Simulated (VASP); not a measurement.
# ZnRe2 (Fm-3m) in VASP: settings compared

The runs below take ZnRe2 through band structure, with RPBE, revPBE, BLYP.

Program: VASP 6.6.1. These are calculated values, not measurements. Logs are shortened: lines on timing, memory, paths and dates and some standing lists are left out, and cuts for length are marked.

## 1. Starting point

Symmetry: Fm-3m, No. 225, cubic system. Conventional cell: a = 5.791 Å, b = 5.791 Å, c = 5.791 Å, α = 90.00°, β = 90.00°, γ = 90.00°. Zn (site symmetry m-3m) is surrounded by 8 Re at 2.51 Å. Re (site symmetry -43m) is surrounded by 4 Zn at 2.51 Å.

The cell was built by a generator and needn't be a form met in nature.

## 2. Band structure, RPBE

INCAR

```
PREC     = Accurate       # precision mode
ENCUT    = 520            # plane-wave cutoff, eV
EDIFF    = 1E-6           # SCF threshold, eV
ISMEAR   = -1             # smearing method
SIGMA    = 0.05           # smearing width, eV
LREAL    = F              # projectors in reciprocal space
LASPH    = T              # aspherical terms in the spheres
NELM     = 100            # most SCF steps
ALGO     = Fast           # electronic algorithm
ISIF     = 2              # what is computed and relaxed
LWAVE    = F              # write WAVECAR
LCHARG   = F              # write CHGCAR
LMAXMIX  = 4              # l up to which the mixer works
GGA      = RP             # functional
NBANDS   = 20             # bands
```

KPOINTS

```
Automatic mesh
0
Gamma
  8 8 8
```

POSCAR

```
ZnRe2
1.0
    0.0000000000      2.8955600000      2.8955600000
    2.8955600000      0.0000000000      2.8955600000
    2.8955600000      2.8955600000      0.0000000000
Zn Re
1 2
Direct
    0.0000000000      0.0000000000      0.0000000000
    0.7500000000      0.7500000000      0.7500000000
    0.2500000000      0.2500000000      0.2500000000
```

KPOINTS_OPT

```
path GXWKGLUWLK,UX
20
line-mode
reciprocal
 0.0000000000  0.0000000000  0.0000000000  G
 0.5000000000  0.0000000000  0.5000000000  X

 0.5000000000  0.0000000000  0.5000000000  X
 0.5000000000  0.2500000000  0.7500000000  W

 0.5000000000  0.2500000000  0.7500000000  W
 0.3750000000  0.3750000000  0.7500000000  K

 0.3750000000  0.3750000000  0.7500000000  K
 0.0000000000  0.0000000000  0.0000000000  G

 0.0000000000  0.0000000000  0.0000000000  G
 0.5000000000  0.5000000000  0.5000000000  L

 0.5000000000  0.5000000000  0.5000000000  L
 0.6250000000  0.2500000000  0.6250000000  U

 0.6250000000  0.2500000000  0.6250000000  U
 0.5000000000  0.2500000000  0.7500000000  W

 0.5000000000  0.2500000000  0.7500000000  W
 0.5000000000  0.5000000000  0.5000000000  L

 0.5000000000  0.5000000000  0.5000000000  L
 0.3750000000  0.3750000000  0.7500000000  K

 0.6250000000  0.2500000000  0.6250000000  U
 0.5000000000  0.0000000000  0.5000000000  X
```

Potentials or basis: VASP PAW PBE potentials, release 64 (Zn, Re).

Started as:

```console
cat potpaw_PBE.64/Zn/POTCAR potpaw_PBE.64/Re/POTCAR > POTCAR
mpirun -np 1 vasp_std > vasp.out
```

OUTCAR:

```text
PREC = Accurate
   ENCUT = 520
   EDIFF = 1E-6
   ISMEAR = -1
   LREAL = F
   LASPH = T
   NELM = 100
   ISIF = 2
   GGA = RP

 ion  position               nearest neighbor table
   1  0.000  0.000  0.000-   2 2.51   3 2.51   2 2.51   2 2.51   2 2.51   3 2.51   3 2.51   3 2.51

   2  0.750  0.750  0.750-   1 2.51   1 2.51   1 2.51   1 2.51   3 2.90   3 2.90   3 2.90   3 2.90
                             3 2.90   3 2.90
   3  0.250  0.250  0.250-   1 2.51   1 2.51   1 2.51   1 2.51   2 2.90   2 2.90   2 2.90   2 2.90
                             2 2.90   2 2.90

  LATTYP: Found a face centered cubic cell.
 ALAT       =     5.7911200000

  Lattice vectors:

 A1 = (   0.0000000000,   2.8955600000,   2.8955600000)
 A2 = (   2.8955600000,   0.0000000000,   2.8955600000)
 A3 = (   2.8955600000,   2.8955600000,   0.0000000000)

Analysis of symmetry for initial positions (statically):
=====================================================================
 Subroutine PRICEL returns:
 Original cell was already a primitive cell.

 Routine SETGRP: Setting up the symmetry group for a
 face centered cubic supercell.

 Subroutine GETGRP returns: Found 48 space group operations
 (whereof 48 operations were pure point group operations)
 out of a pool of 48 trial point group operations.

The static configuration has the point symmetry O_h .

Analysis of symmetry for dynamics (positions and initial velocities):
=====================================================================
 Subroutine PRICEL returns:
 Original cell was already a primitive cell.

 Routine SETGRP: Setting up the symmetry group for a
 face centered cubic supercell.

 Subroutine GETGRP returns: Found 48 space group operations
 (whereof 48 operations were pure point group operations)
 out of a pool of 48 trial point group operations.

The dynamic configuration has the point symmetry O_h .

 Subroutine INISYM returns: Found 48 space group operations
 (whereof 48 operations are pure point group operations),
 and found     1 'primitive' translations

----------------------------------------------------------------------------------------

                                     Primitive cell

  volume of cell :      48.5543

  direct lattice vectors                    reciprocal lattice vectors
     0.000000000  2.895560000  2.895560000    -0.172678169  0.172678169  0.172678169
     2.895560000  0.000000000  2.895560000     0.172678169 -0.172678169  0.172678169
     2.895560000  2.895560000  0.000000000     0.172678169  0.172678169 -0.172678169

  length of vectors
     4.094940223  4.094940223  4.094940223     0.299087363  0.299087363  0.299087363

  position of ions in fractional coordinates (direct lattice)
     0.000000000  0.000000000  0.000000000
     0.750000000  0.750000000  0.750000000
     0.250000000  0.250000000  0.250000000

  ion indices of the primitive-cell ions
   primitive index   ion index
                 1           1
                 2           2
                 3           3

----------------------------------------------------------------------------------------

 KPOINTS: Automatic mesh

Automatic generation of k-mesh.
 Grid dimensions read from file:
 generate k-points for:    8    8    8

 Generating k-lattice:

  Cartesian coordinates                     Fractional coordinates (reciprocal lattice)
    -0.021584771  0.021584771  0.021584771     0.125000000  0.000000000  0.000000000
     0.021584771 -0.021584771  0.021584771     0.000000000  0.125000000  0.000000000
     0.021584771  0.021584771 -0.021584771     0.000000000  0.000000000  0.125000000

  Length of vectors
     0.037385920  0.037385920  0.037385920

  Shift w.r.t. Gamma in fractional coordinates (k-lattice)
     0.000000000  0.000000000  0.000000000

 Subroutine IBZKPT returns following result:
 ===========================================

 Found     29 irreducible k-points:

 Following reciprocal coordinates:
            Coordinates               Weight
  0.000000  0.000000  0.000000      1.000000
[... 49 lines left out ...]

 k-point     2 :       0.1250    0.0000    0.0000
  band No.  band energies     occupation
      1      -3.9355      2.00000
      2      -2.4236      2.00000
      3      -2.4236      2.00000
      4      -2.3443      2.00000
      5      -2.3276      2.00000
      6      -2.3276      2.00000
[... 12 lines left out ...]
     19      13.3103      0.00000
     20      13.3559      0.00000

 k-point     3 :       0.2500    0.0000    0.0000
  band No.  band energies     occupation
      1      -3.2129      2.00000
      2      -2.3771      2.00000
      3      -2.3567      2.00000
      4      -2.3567      2.00000
      5      -2.3512      2.00000
      6      -2.3512      2.00000
[... 12 lines left out ...]
     19      14.0262      0.00000
     20      14.3666      0.00000

 k-point     4 :       0.3750    0.0000    0.0000
  band No.  band energies     occupation
      1      -2.5957      2.00000
      2      -2.3853      2.00000
      3      -2.3853      2.00000
      4      -2.2801      2.00000
      5      -2.2801      2.00000
      6      -1.9824      2.00000
[... 12 lines left out ...]
     19      14.1578      0.00000
     20      15.0631      0.00000

 k-point     5 :       0.5000    0.0000    0.0000
  band No.  band energies     occupation
      1      -2.5521      2.00000
      2      -2.3971      2.00000
      3      -2.3971      2.00000
      4      -2.2511      2.00000
      5      -2.2511      2.00000
      6      -1.3595      2.00000
[... 12 lines left out ...]
     19      14.2396      0.00000
     20      14.4441      0.00000
[... 353 lines left out ...]
      6      -0.6947      2.00000
[... 12 lines left out ...]
     19       9.6511      0.00000
     20      13.1629      0.00000

 k-point    22 :       0.3750    0.2500    0.1250
  band No.  band energies     occupation
      1      -2.7304      2.00000
      2      -2.4552      2.00000
      3      -2.3723      2.00000
      4      -2.3720      2.00000
      5      -2.2697      2.00000
      6      -2.2617      2.00000
[... 12 lines left out ...]
     19      11.7577      0.00000
     20      14.1979      0.00000

 k-point    23 :       0.5000    0.2500    0.1250
  band No.  band energies     occupation
      1      -2.5554      2.00000
      2      -2.4933      2.00000
      3      -2.3898      2.00000
      4      -2.3139      2.00000
      5      -2.2182      2.00000
      6      -1.5810      2.00000
[... 12 lines left out ...]
     19      11.3803      0.00000
     20      15.3684      0.00000

 k-point    24 :      -0.3750    0.2500    0.1250
  band No.  band energies     occupation
      1      -2.5598      2.00000
      2      -2.5060      2.00000
      3      -2.3976      2.00000
      4      -2.2851      2.00000
      5      -2.2020      2.00000
      6      -1.0515      2.00000
[... 12 lines left out ...]
     19      11.2161      0.00000
     20      15.2620      0.00000

 [... further k-points ...]

------------------------ aborting loop because EDIFF is reached ----------------------------------------

  FORCE on cell =-STRESS in cart. coord.  units (eV):
  Direction    XX          YY          ZZ          XY          YZ          ZX
  --------------------------------------------------------------------------------------
  -------------------------------------------------------------------------------------
  Total        1.1556031      1.1556031      1.1556031      0.0000000      0.0000000      0.0000000
  in kB       38.1321759     38.1321759     38.1321759      0.0000000      0.0000000      0.0000000
  external PRESSURE =      38.1321759 kB  Pullay stress =       0.0000000 kB

 VOLUME and BASIS-vectors are now :
 -----------------------------------------------------------------------------
  energy-cutoff  :      520.00
  volume of cell :       48.55
      direct lattice vectors                 reciprocal lattice vectors
     0.000000000  2.895560000  2.895560000    -0.172678169  0.172678169  0.172678169
     2.895560000  0.000000000  2.895560000     0.172678169 -0.172678169  0.172678169
     2.895560000  2.895560000  0.000000000     0.172678169  0.172678169 -0.172678169

 POSITION                                       TOTAL-FORCE (eV/Angst)
 -----------------------------------------------------------------------------------
      0.00000      0.00000      0.00000         0.000000      0.000000      0.000000
      4.34334      4.34334      4.34334        -0.000000      0.000000     -0.000000
      1.44778      1.44778      1.44778         0.000000     -0.000000      0.000000
 -----------------------------------------------------------------------------------
    total drift:                                0.000000     -0.000000     -0.000000

  FREE ENERGIE OF THE ION-ELECTRON SYSTEM (eV)
  ---------------------------------------------------
  free  energy   TOTEN  =       -20.4469036746 eV

  energy  without entropy=      -20.4114862041  energy(sigma->0) =      -20.42919494
```

Run time: 72 s. Hardware: 1 thread of Intel Xeon 6975P-C (Granite Rapids), shared host; peak memory 0.19 GiB.

What came out:

- Free energy: -20.4469 eV
- Pressure: 3.8 GPa
- Band gap along the path: none (metal or under the smearing width)

Levels at the corners of the path, in eV from the Fermi level:
| point | band 9 | band 10 | band 11 | band 12 | band 13 | band 14 | band 15 | band 16 | band 17 | band 18 |
| --- | --- | --- | --- | --- | --- | --- | --- | --- | --- | --- |
| Γ | -4.29 | -3.31 | -3.31 | 1.79 | 1.79 | 1.79 | 3.53 | 3.53 | 5.85 | 7.35 |
| X | -2.67 | -2.08 | -1.17 | -1.17 | 0.27 | 0.27 | 1.33 | 1.33 | 1.81 | 3.38 |
| X | -2.67 | -2.08 | -1.17 | -1.17 | 0.27 | 0.27 | 1.33 | 1.33 | 1.81 | 3.38 |
| W | -2.93 | -2.01 | -2.01 | -0.31 | -0.22 | -0.22 | 0.81 | 1.06 | 1.10 | 4.27 |
| W | -2.93 | -2.01 | -2.01 | -0.31 | -0.22 | -0.22 | 0.81 | 1.06 | 1.10 | 4.27 |
| K | -2.67 | -2.63 | -1.80 | -0.53 | -0.01 | 0.17 | 0.46 | 0.93 | 1.21 | 4.35 |
| K | -2.67 | -2.63 | -1.80 | -0.53 | -0.01 | 0.17 | 0.46 | 0.93 | 1.21 | 4.35 |
| Γ | -4.29 | -3.31 | -3.31 | 1.79 | 1.79 | 1.79 | 3.53 | 3.53 | 5.85 | 7.35 |
| Γ | -4.29 | -3.31 | -3.31 | 1.79 | 1.79 | 1.79 | 3.53 | 3.53 | 5.85 | 7.35 |
| L | -2.82 | -1.50 | -1.50 | -0.75 | -0.75 | -0.72 | -0.23 | -0.23 | 0.21 | 8.79 |
| L | -2.82 | -1.50 | -1.50 | -0.75 | -0.75 | -0.72 | -0.23 | -0.23 | 0.21 | 8.79 |
| U | -2.67 | -2.63 | -1.80 | -0.53 | -0.01 | 0.17 | 0.46 | 0.93 | 1.21 | 4.35 |
| U | -2.67 | -2.63 | -1.80 | -0.53 | -0.01 | 0.17 | 0.46 | 0.93 | 1.21 | 4.35 |
| W | -2.93 | -2.01 | -2.01 | -0.31 | -0.22 | -0.22 | 0.81 | 1.06 | 1.10 | 4.27 |
| W | -2.93 | -2.01 | -2.01 | -0.31 | -0.22 | -0.22 | 0.81 | 1.06 | 1.10 | 4.27 |
| L | -2.82 | -1.50 | -1.50 | -0.75 | -0.75 | -0.72 | -0.23 | -0.23 | 0.21 | 8.79 |
| L | -2.82 | -1.50 | -1.50 | -0.75 | -0.75 | -0.72 | -0.23 | -0.23 | 0.21 | 8.79 |
| K | -2.67 | -2.63 | -1.80 | -0.53 | -0.01 | 0.17 | 0.46 | 0.93 | 1.21 | 4.35 |
| U | -2.67 | -2.63 | -1.80 | -0.53 | -0.01 | 0.17 | 0.46 | 0.93 | 1.21 | 4.35 |
| X | -2.67 | -2.08 | -1.17 | -1.17 | 0.27 | 0.27 | 1.33 | 1.33 | 1.81 | 3.38 |

Caveat: the PAW data sets were made with another functional, which shifts forces and pressure a little; spin-orbit coupling is left out, which moves the levels of the heavy elements.

## 3. Band structure, revPBE

INCAR: that of step 2 with these lines changed.

```diff
@@ -13,3 +13,3 @@
 LMAXMIX  = 4              # l up to which the mixer works
-GGA      = RP             # functional
+GGA      = RE             # functional
 NBANDS   = 20             # bands
```

KPOINTS is that of step 2.

POSCAR is that of step 2.

KPOINTS_OPT is that of step 2.

Potentials or basis: VASP PAW PBE potentials, release 64 (Zn, Re).

Started as:

```console
cat potpaw_PBE.64/Zn/POTCAR potpaw_PBE.64/Re/POTCAR > POTCAR
mpirun -np 1 vasp_std > vasp.out
```

It took 75 s on 1 thread of Intel Xeon 6975P-C (Granite Rapids), shared host; peak memory 0.2 GiB.

The run converged. Its results:

```yaml
Free_energy: -20.7701 eV
Pressure: 2.8 GPa
Band_gap_along_the_path: none (metal or under the smearing width)
```

Levels at the corners of the path, in eV from the Fermi level:
```csv
point,band 9,band 10,band 11,band 12,band 13,band 14,band 15,band 16,band 17,band 18
Γ,-4.29,-3.31,-3.31,1.79,1.79,1.79,3.54,3.54,5.83,7.35
X,-2.67,-2.08,-1.17,-1.17,0.27,0.27,1.33,1.33,1.81,3.38
X,-2.67,-2.08,-1.17,-1.17,0.27,0.27,1.33,1.33,1.81,3.38
W,-2.93,-2.00,-2.00,-0.31,-0.22,-0.22,0.81,1.06,1.10,4.27
W,-2.93,-2.00,-2.00,-0.31,-0.22,-0.22,0.81,1.06,1.10,4.27
K,-2.67,-2.63,-1.80,-0.53,-0.01,0.17,0.46,0.93,1.21,4.35
K,-2.67,-2.63,-1.80,-0.53,-0.01,0.17,0.46,0.93,1.21,4.35
Γ,-4.29,-3.31,-3.31,1.79,1.79,1.79,3.54,3.54,5.83,7.35
Γ,-4.29,-3.31,-3.31,1.79,1.79,1.79,3.54,3.54,5.83,7.35
L,-2.81,-1.50,-1.50,-0.75,-0.75,-0.72,-0.23,-0.23,0.21,8.79
L,-2.81,-1.50,-1.50,-0.75,-0.75,-0.72,-0.23,-0.23,0.21,8.79
U,-2.67,-2.63,-1.80,-0.53,-0.01,0.17,0.46,0.93,1.21,4.35
U,-2.67,-2.63,-1.80,-0.53,-0.01,0.17,0.46,0.93,1.21,4.35
W,-2.93,-2.00,-2.00,-0.31,-0.22,-0.22,0.81,1.06,1.10,4.27
W,-2.93,-2.00,-2.00,-0.31,-0.22,-0.22,0.81,1.06,1.10,4.27
L,-2.81,-1.50,-1.50,-0.75,-0.75,-0.72,-0.23,-0.23,0.21,8.79
L,-2.81,-1.50,-1.50,-0.75,-0.75,-0.72,-0.23,-0.23,0.21,8.79
K,-2.67,-2.63,-1.80,-0.53,-0.01,0.17,0.46,0.93,1.21,4.35
U,-2.67,-2.63,-1.80,-0.53,-0.01,0.17,0.46,0.93,1.21,4.35
X,-2.67,-2.08,-1.17,-1.17,0.27,0.27,1.33,1.33,1.81,3.38
```

Caveat: the PAW data sets were made with another functional, which shifts forces and pressure a little; spin-orbit coupling is left out, which moves the levels of the heavy elements.

## 4. Band structure, BLYP

INCAR: that of step 3 with these lines changed.

```diff
@@ -13,3 +13,7 @@
 LMAXMIX  = 4              # l up to which the mixer works
-GGA      = RE             # functional
+GGA      = B5             # functional
+ALDAX    = 1.0          
+AGGAX    = 1.0          
+AGGAC    = 1.0          
+ALDAC    = 0.0          
 NBANDS   = 20             # bands
```

KPOINTS is that of step 3.

POSCAR is that of step 3.

KPOINTS_OPT is that of step 3.

Started as:

```console
cat potpaw_PBE.64/Zn/POTCAR potpaw_PBE.64/Re/POTCAR > POTCAR
mpirun -np 1 vasp_std > vasp.out
```

Run time: 86 s. Hardware: 1 thread of Intel Xeon 6975P-C (Granite Rapids), shared host; peak memory 0.19 GiB.

The run converged. Its results:

| Item | Value |
| --- | --- |
| Free energy | -18.4758 eV |
| Pressure | 10.8 GPa |
| Band gap along the path | none (metal or under the smearing width) |

Levels at the corners of the path, in eV from the Fermi level:
```
point  band 10  band 11  band 12  band 13  band 14  band 15  band 16  band 17
    Γ    -3.32    -3.32     1.77     1.77     1.77     3.52     3.52     5.90
    X    -1.92    -1.15    -1.15     0.25     0.25     1.50     1.50     1.79
    X    -1.92    -1.15    -1.15     0.25     0.25     1.50     1.50     1.79
    W    -1.98    -1.98    -0.24    -0.24    -0.11     0.78     1.09     1.14
    W    -1.98    -1.98    -0.24    -0.24    -0.11     0.78     1.09     1.14
    K    -2.54    -1.77    -0.43     0.06     0.16     0.44     0.98     1.20
    K    -2.54    -1.77    -0.43     0.06     0.16     0.44     0.98     1.20
    Γ    -3.32    -3.32     1.77     1.77     1.77     3.52     3.52     5.90
    Γ    -3.32    -3.32     1.77     1.77     1.77     3.52     3.52     5.90
    L    -1.48    -1.48    -0.76    -0.76    -0.71    -0.24    -0.24     0.23
    L    -1.48    -1.48    -0.76    -0.76    -0.71    -0.24    -0.24     0.23
    U    -2.54    -1.77    -0.43     0.06     0.16     0.44     0.98     1.20
    U    -2.54    -1.77    -0.43     0.06     0.16     0.44     0.98     1.20
    W    -1.98    -1.98    -0.24    -0.24    -0.11     0.78     1.09     1.14
    W    -1.98    -1.98    -0.24    -0.24    -0.11     0.78     1.09     1.14
    L    -1.48    -1.48    -0.76    -0.76    -0.71    -0.24    -0.24     0.23
    L    -1.48    -1.48    -0.76    -0.76    -0.71    -0.24    -0.24     0.23
    K    -2.54    -1.77    -0.43     0.06     0.16     0.44     0.98     1.20
    U    -2.54    -1.77    -0.43     0.06     0.16     0.44     0.98     1.20
    X    -1.92    -1.15    -1.15     0.25     0.25     1.50     1.50     1.79
```

Caveat: the PAW data sets were made with another functional, which shifts forces and pressure a little; spin-orbit coupling is left out, which moves the levels of the heavy elements.

## 5. Overview

```tsv
level	pressure (GPa)
RPBE	3.8
revPBE	2.8
BLYP	10.8
```

Alike in all rows: task band structure; potentials or basis VASP PAW PBE potentials, release 64 (Zn, Re); no spin polarisation; cell as given; k mesh 8 × 8 × 8; cutoff (eV) 520; smearing fermi-dirac 0.05 eV.

The pressure there spans 2.8 GPa (revPBE) to 10.8 GPa (BLYP); a positive pressure means that this level wants a larger cell, a negative one a smaller.

Caveats: the PAW data sets were made with another functional, which shifts forces and pressure a little; spin-orbit coupling is left out, which moves the levels of the heavy elements.

Absolute energies hang on the potentials; compare differences alone.
